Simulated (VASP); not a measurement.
# Lattice of CoSi2, functional by functional, part 3 of 3

Which functional gives which lattice for CoSi2? The starting structure is a measured crystal structure from the Crystallography Open Database. The first relaxation on each setting starts from this cell expanded by 3 % in volume.

VASP 6.6.1.

Results so far: PBEsol 12.49 Å³ an atom; LDA 12.24 Å³ an atom; PBE 12.82 Å³ an atom; PBEsol + D3(BJ) 12.17 Å³ an atom; r2SCAN 12.50 Å³ an atom; r2SCAN + rVV10 12.45 Å³ an atom.

**8. Relaxation with rev-vdW-DF2**

Level of this step: rev-vdW-DF2, zero-moment start; plane waves and PAW (Co, Si) (VASP).

rev-vdW-DF2 revises the exchange of vdW-DF2 for solids. This run starts from the cell of an earlier relaxation, which isn't shown; the restart sets up the plane waves anew.

Input file INCAR:

```
SYSTEM = CoSi2
PREC = Accurate
ENCUT = 450
EDIFF = 1E-06
NELM = 100
ISMEAR = 0
SIGMA = 0.05
LREAL = .FALSE.
ALGO = Normal
GGA = MK
AGGAC = 0
LUSE_VDW = .TRUE.
PARAM1 = 0.1234
PARAM2 = 0.711357
ZAB_VDW = -1.8867
LASPH = .TRUE.
NBANDS = 16
ISPIN = 2
MAGMOM = 0 0 0
LMAXMIX = 4
LORBIT = 11
LWAVE = .FALSE.
LCHARG = .FALSE.
KPAR = 8
IBRION = 2
NSW = 50
ISIF = 3
EDIFFG = -0.006
```

Input file POSCAR:

```
CoSi2
1.0
    0.0000000000      2.6732219018      2.6732219018
    2.6732219018      0.0000000000      2.6732219018
    2.6732219018      2.6732219018      0.0000000000
Co Si
1 2
Direct
    0.0000000000      0.0000000000      0.0000000000
    0.7500000000      0.7500000000      0.7500000000
    0.2500000000      0.2500000000      0.2500000000
```

Input file KPOINTS:

```
Automatic mesh
0
Gamma
12 12 12
0 0 0
```

The projector-augmented-wave data sets are Co and Si (PBE family, release 64).

Started as:

```console
mpirun -np 8 vasp_std
```

What it wrote:

```text
[banner, memory and clock lines left out]
running    8 mpi-ranks, on    1 nodes
[...]
[... a notice as in an earlier step ...]

 [... a notice as in an earlier step ...]

 [... a notice as in an earlier step ...]

 LDA part: xc-table for (Slater+PW92), standard interpolation
 POSCAR, INCAR and KPOINTS ok, starting setup
[...]
entering main loop
       N       E                     dE             d eps       ncg     rms          rms(c)
DAV:   1     0.593162858525E+02    0.59316E+02   -0.61733E+03  4624   0.903E+02
DAV:   2    -0.135359235165E+02   -0.72852E+02   -0.65109E+02  5160   0.190E+02
DAV:   3    -0.163471404041E+02   -0.28112E+01   -0.27660E+01  6088   0.414E+01
DAV:   4    -0.163943618268E+02   -0.47221E-01   -0.47198E-01  5464   0.529E+00
[...]
DAV:  12    -0.151167914190E+02   -0.11363E-04   -0.40710E-05  5088   0.448E-02    0.132E-02
DAV:  13    -0.151167896474E+02    0.17716E-05   -0.30596E-06  5904   0.271E-02    0.656E-03
DAV:  14    -0.151167897397E+02   -0.92307E-07   -0.47032E-07  2816   0.692E-03
[...]
DAV:   2    -0.151180692832E+02   -0.97946E-03   -0.62305E-03  5560   0.164E+00    0.295E-01
DAV:   3    -0.151167885801E+02    0.12807E-02   -0.31805E-03  5424   0.119E+00    0.288E-02
DAV:   4    -0.151167813136E+02    0.72664E-05   -0.56715E-05  4872   0.564E-02    0.876E-03
DAV:   5    -0.151167805459E+02    0.76776E-06   -0.24200E-06  4904   0.255E-02
   2 F= -.15116781E+02 E0= -.15116057E+02  d E =0.919382E-05  mag=     0.0000
 trial-energy change:    0.000009  1 .order    0.000003   -0.000031    0.000038
 step:   0.3370(harm=  0.4542)  dis= 0.00000  next Energy=   -15.116795 (dE=-0.505E-05)
[...]
N       E                     dE             d eps       ncg     rms          rms(c)
DAV:   1    -0.151169299348E+02   -0.14862E-03   -0.12066E-03  4744   0.602E-01    0.109E-01
DAV:   2    -0.151173498758E+02   -0.41994E-03   -0.26871E-03  5560   0.108E+00    0.194E-01
DAV:   3    -0.151167984842E+02    0.55139E-03   -0.13672E-03  5416   0.777E-01    0.195E-02
DAV:   4    -0.151167943691E+02    0.41152E-05   -0.23850E-05  4856   0.384E-02    0.556E-03
DAV:   5    -0.151167940851E+02    0.28397E-06   -0.83404E-07  3072   0.159E-02
   3 F= -.15116794E+02 E0= -.15116070E+02  d E =-.434542E-05  mag=     0.0000
[...]
reached required accuracy - stopping structural energy minimisation
```

Wall time 45 s (8 MPI ranks of AMD EPYC 9R45, shared host); peak memory 3 GiB; 5.8 min of CPU time.

From OUTCAR (step 8):

```text
  Total        0.0036631      0.0036631      0.0036631      0.0000000     -0.0000000      0.0000000
  in kB        0.1536757      0.1536757      0.1536757      0.0000000     -0.0000000      0.0000000
  external PRESSURE =       0.1536757 kB  Pullay stress =       0.0000000 kB

 POSITION                                       TOTAL-FORCE (eV/Angst)
 -----------------------------------------------------------------------------------
      0.00000      0.00000      0.00000         0.000000     -0.000000      0.000000
      4.00928      4.00928      4.00928        -0.000000     -0.000000     -0.000000
      1.33643      1.33643      1.33643         0.000000      0.000000      0.000000
 -----------------------------------------------------------------------------------
    total drift:                               -0.000000     -0.000000      0.000000

  FREE ENERGIE OF THE ION-ELECTRON SYSTEM (eV)
  ---------------------------------------------------
  free  energy   TOTEN  =       -15.1167940851 eV

  energy  without entropy=      -15.1153457316  energy(sigma->0) =      -15.11606991

 magnetization (x)
# of ion       s       p       d       tot
------------------------------------------
    1        0.000   0.000   0.000   0.000
    2       -0.000  -0.000   0.000  -0.000
    3       -0.000  -0.000   0.000  -0.000
--------------------------------------------------
tot          0.000   0.000   0.000   0.000

[... 2 parts as in an earlier step ...]

[... 2 further parts left out ...]
[key lines of the parts left out:]
E-fermi :  10.0976
```

With rev-vdW-DF2 the relaxed cell holds 12.730 Å³ an atom, -1.08 % against the measured cell, with a = 5.346 Å. That is +1.90 % from PBEsol. Pressures at 0.985 and 1.015 times this volume, from two more relaxations that aren't shown, give a bulk modulus of 181.1 GPa.

**9. Relaxation with BLYP**

BLYP comes from molecular chemistry and underbinds dense solids.

Input file INCAR:

```
SYSTEM = CoSi2
PREC = Accurate
ENCUT = 450
EDIFF = 1E-06
NELM = 100
ISMEAR = 0
SIGMA = 0.05
LREAL = .FALSE.
ALGO = Normal
GGA = B5
ALDAX = 1
AGGAX = 1
AGGAC = 1
ALDAC = 0
NBANDS = 16
ISPIN = 2
MAGMOM = 0 0 0
LASPH = .TRUE.
LMAXMIX = 4
LORBIT = 11
LWAVE = .FALSE.
LCHARG = .FALSE.
KPAR = 8
IBRION = 2
NSW = 50
ISIF = 3
EDIFFG = -0.006
```

Input file POSCAR:

```
CoSi2
1.0
    0.0000000000      2.7090611333      2.7090611333
    2.7090611333      0.0000000000      2.7090611333
    2.7090611333      2.7090611333      0.0000000000
Co Si
1 2
Direct
    0.0000000000      0.0000000000      0.0000000000
    0.7500000000      0.7500000000      0.7500000000
    0.2500000000      0.2500000000      0.2500000000
```

KPOINTS is that of step 8.

Started as:

```console
mpirun -np 8 vasp_std
```

What it wrote:

```text
[banner, memory and clock lines left out]
running    8 mpi-ranks, on    1 nodes
[...]
[... a notice as in an earlier step ...]

 [... a notice as in an earlier step ...]

 LDA part: xc-table for (Slater(with rela. corr.)+VWN5), standard interpolation
 POSCAR, INCAR and KPOINTS ok, starting setup
[...]
entering main loop
       N       E                     dE             d eps       ncg     rms          rms(c)
DAV:   1     0.594246053227E+02    0.59425E+02   -0.61174E+03  4640   0.896E+02
DAV:   2    -0.142795141742E+02   -0.73704E+02   -0.65781E+02  5168   0.188E+02
DAV:   3    -0.172241994380E+02   -0.29447E+01   -0.28903E+01  6016   0.423E+01
DAV:   4    -0.172754797977E+02   -0.51280E-01   -0.51259E-01  5688   0.551E+00
[...]
DAV:  12    -0.161946646049E+02   -0.15463E-04   -0.47119E-05  5160   0.508E-02    0.151E-02
DAV:  13    -0.161946622914E+02    0.23135E-05   -0.31161E-06  6152   0.273E-02    0.818E-03
DAV:  14    -0.161946623043E+02   -0.12959E-07   -0.57464E-07  2872   0.960E-03
[...]
DAV:   6    -0.161958306855E+02    0.20673E-04   -0.12192E-04  4912   0.825E-02    0.171E-02
DAV:   7    -0.161958310097E+02   -0.32423E-06   -0.50846E-06  5808   0.239E-02
   2 F= -.16195831E+02 E0= -.16195089E+02  d E =-.116871E-02  mag=     0.0000
 trial-energy change:   -0.001169  1 .order   -0.001131   -0.011429    0.009167
 step:   0.5576(harm=  0.5549)  dis= 0.00000  next Energy=   -16.197855 (dE=-0.319E-02)
[...]
N       E                     dE             d eps       ncg     rms          rms(c)
DAV:   1    -0.162205428089E+02   -0.24712E-01   -0.19965E-01  4720   0.758E+00    0.143E+00
DAV:   2    -0.163042385637E+02   -0.83696E-01   -0.47511E-01  5336   0.142E+01    0.270E+00
DAV:   3    -0.161983157176E+02    0.10592E+00   -0.25501E-01  5376   0.107E+01    0.232E-01
DAV:   4    -0.161979237838E+02    0.39193E-03   -0.53671E-03  4832   0.457E-01    0.966E-02
DAV:   5    -0.161978274796E+02    0.96304E-04   -0.25935E-04  6344   0.286E-01    0.191E-02
DAV:   6    -0.161978288242E+02   -0.13446E-05   -0.27659E-05  5136   0.412E-02    0.715E-03
DAV:   7    -0.161978285243E+02    0.29990E-06   -0.10675E-06  3312   0.181E-02
   3 F= -.16197829E+02 E0= -.16197083E+02  d E =-.316622E-02  mag=     0.0000
[...]
reached required accuracy - stopping structural energy minimisation
```

Run time: 38 s. Hardware: 8 MPI ranks; peak memory 1.7 GiB.

Parts of OUTCAR (step 9):

```text
  Total        0.0040179      0.0040179      0.0040179     -0.0000000     -0.0000000      0.0000000
  in kB        0.1597895      0.1597895      0.1597895     -0.0000000     -0.0000000      0.0000000
  external PRESSURE =       0.1597895 kB  Pullay stress =       0.0000000 kB

 POSITION                                       TOTAL-FORCE (eV/Angst)
 -----------------------------------------------------------------------------------
      0.00000      0.00000      0.00000         0.000000      0.000000      0.000000
      4.08133      4.08133      4.08133        -0.000000      0.000000      0.000000
      1.36044      1.36044      1.36044        -0.000000     -0.000000     -0.000000
 -----------------------------------------------------------------------------------
    total drift:                               -0.000000     -0.000000      0.000000

  FREE ENERGIE OF THE ION-ELECTRON SYSTEM (eV)
  ---------------------------------------------------
  free  energy   TOTEN  =       -16.1978285243 eV

  energy  without entropy=      -16.1963379607  energy(sigma->0) =      -16.19708324

 magnetization (x)
# of ion       s       p       d       tot
------------------------------------------
    1        0.000   0.000   0.000   0.000
    2       -0.000  -0.000   0.000  -0.000
    3       -0.000  -0.000   0.000  -0.000
--------------------------------------------------
tot          0.000  -0.000   0.000   0.000

[... 2 parts as in an earlier step ...]

[... 2 further parts left out ...]
[key lines of the parts left out:]
E-fermi :   9.9613
```

With BLYP the relaxed cell holds 13.429 Å³ an atom, +4.35 % against the measured cell, with a = 5.442 Å. That is +7.49 % from PBEsol. Pressures at 0.985 and 1.015 times this volume, from two more relaxations that aren't shown, give a bulk modulus of 146.8 GPa.

**10. Comparison**

```
          level  volume (Å³/atom)  against the measured cell (%)   a (Å)  bulk modulus (GPa)  pressure left (GPa)  core minutes
         PBEsol            12.493                          -2.92  5.3123               195.0                 0.01          4.51
            LDA            12.236                          -4.91  5.2757               201.9                -0.04          3.92
            PBE            12.816                          -0.41  5.3577               184.2                 0.02          8.27
PBEsol + D3(BJ)            12.175                          -5.39  5.2668               209.9                 0.07          6.03
         r2SCAN            12.498                          -2.88   5.313               201.1                 0.04          26.5
 r2SCAN + rVV10             12.45                          -3.25  5.3062               202.2                 0.03          34.5
    rev-vdW-DF2             12.73                          -1.08  5.3457               181.1                 0.02          16.3
           BLYP            13.429                           4.35  5.4418               146.8                 0.02          5.07
```

Core minutes are wall time times ranks, summed over the relaxations behind a row (those for a bulk modulus apart), on shared hosts.

**11. Outcome**

- volume, PBEsol: 12.49 Å³/atom
- volume, LDA: 12.24 Å³/atom
- volume, PBE: 12.82 Å³/atom
- volume, PBEsol + D3(BJ): 12.17 Å³/atom
- volume, r2SCAN: 12.50 Å³/atom
- volume, r2SCAN + rVV10: 12.45 Å³/atom
- volume, rev-vdW-DF2: 12.73 Å³/atom
- volume, BLYP: 13.43 Å³/atom

**Reading.** Across 8 levels the volume of CoSi2 spans 10.3 %, from 12.17 Å³ an atom (PBEsol + D3(BJ)) to 13.43 Å³ (BLYP). Against the measured volume of the starting structure, PBE comes nearest (-0.4 %) and PBEsol + D3(BJ) lies farthest (-5.4 %). The measured cell holds zero-point expansion and, unless it was taken cold, thermal expansion, which the runs lack, so small differences decide nothing. Adding D3(BJ) to PBEsol changes the volume by -2.5 %. Adding rVV10 to r2SCAN changes the volume by -0.4 %. The bulk modulus goes from 146.8 GPa (BLYP) to 209.9 GPa (PBEsol + D3(BJ)). All runs keep the symmetry of the start, so they can't find a distortion of lower symmetry. Further runs on this material are not shown.

[Lines on the potential files, build, host, timing and source positions are cut from VASP's logs without a mark.]

[Logs are printed without paths, hosts, clocks, repeated set-up lines and the standing remarks that a program may print on its own settings, such as how far it seeks lower states.]

[Hosts, paths, dates, database ids (printed as entryN), source tags and the programs' standing remarks are cut or masked in the printed files.]
